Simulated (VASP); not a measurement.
Here is the system:

```xyz
6
Lattice="4.5644 0.0000 0.0000 0.0000 4.5644 0.0000 0.0000 0.0000 4.5644" Properties=species:S:1:pos:R:3 pbc="T T T"
Ag     3.4233     1.1411     3.4233
Ag     1.1411     3.4233     3.4233
Ag     3.4233     3.4233     1.1411
Ag     1.1411     1.1411     1.1411
O      0.0000     0.0000     0.0000
O      2.2822     2.2822     2.2822
```

Calculation: PBEsol GGA, VASP's PBE PAW potentials (set 64) (plane waves; VASP). Run with 620 eV cut-off, 5×5×5 Γ-centred mesh, Gaussian smearing of 0.050 eV, potentials Ag O.

**Question.** What does the run give for the energy per atom (σ→0), pressure, band gap (on the k-mesh) with the smallest direct gap where there is one?

**Answer.** 
| Property | Result |
|---|---|
| band gap (on the k-mesh) | 0.18 eV |
| smallest direct gap (on the k-mesh) | 0.18 eV |
| energy per atom (σ→0) | -3.951 eV/atom |
| pressure | 9.96 GPa |

Total energies compare only between runs with the same potentials, cut-off and functional.

The compound is Ag2O in the cuprite structure. It was relaxed first under an external pressure of 10 GPa.
